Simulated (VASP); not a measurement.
Method: PBE0 hybrid, VASP's PBE PAW potentials (set 64) (plane waves; VASP).

The input files of a VASP run:

KPOINTS:
```
Automatic mesh
0
Gamma
4 4 4
0 0 0
```

**POSCAR**
```
CsCl
1
    4.1780930000     0.0000000000     0.0000000000
    0.0000000000     4.1780930000     0.0000000000
    0.0000000000     0.0000000000     4.1780930000
Cs Cl
1 1
Direct
  0.0000000000   0.0000000000   0.0000000000
  0.5000000000   0.5000000000   0.5000000000
```

**INCAR**
```
SYSTEM  =  CsCl
PREC  =  Accurate; ENCUT  =  300; LREAL  =  .FALSE.
LASPH  =  .TRUE.; ISYM  =  3
EDIFF  =  1E-6; NELM  =  100; ALGO  =  Normal
LMAXMIX  =  4
ISMEAR  =  0; SIGMA  =  0.02
GGA  =  PE; LHFCALC  =  .TRUE.; AEXX  =  0.25
HFRCUT  =  -1; PRECFOCK  =  Fast
ISIF  =  2
LWAVE  =  .FALSE.; LCHARG  =  .FALSE.
```

POTCAR, in this order: Cs_sv Cl (PBE.64 set). Program: vasp_std.

Gaps are read on the run's mesh, which can miss a band edge. Unless said otherwise, spin-orbit coupling is left out, though it shifts the bands of the heavy elements here.

Q: What does the run give for the energy per atom (σ→0), band gap (on the k-mesh)?

A: 
* **energy per atom (σ→0)**: -4.071 eV/atom
* **band gap (on the k-mesh)**: 7.11 eV

OSZICAR:
```
...
DAV:  14    -0.814110706933E+01   -0.15323E-04   -0.37078E-05   276   0.499E-02    0.375E-02
DAV:  15    -0.814111986362E+01   -0.12794E-04   -0.15315E-05   276   0.327E-02    0.255E-02
DAV:  16    -0.814112795606E+01   -0.80924E-05   -0.63960E-06   272   0.217E-02    0.175E-02
DAV:  17    -0.814113259256E+01   -0.46365E-05   -0.27687E-06   264   0.145E-02    0.122E-02
DAV:  18    -0.814113511934E+01   -0.25268E-05   -0.11499E-06   188   0.974E-03    0.833E-03
DAV:  19    -0.814113647944E+01   -0.13601E-05   -0.66123E-07   180   0.721E-03    0.588E-03
DAV:  20    -0.814113719800E+01   -0.71855E-06   -0.28198E-07   144   0.451E-03
   1 F= -.81411372E+01 E0= -.81411372E+01  d E =-.227160E-34
```

The structure comes from a computed database's CsCl entry; how it stands against other phases isn't given here. The cell was not relaxed at this level. The run is one of a series of settings (KPOINTS 4×4×4 Γ-centred mesh against the base run), some of them coarse on purpose.
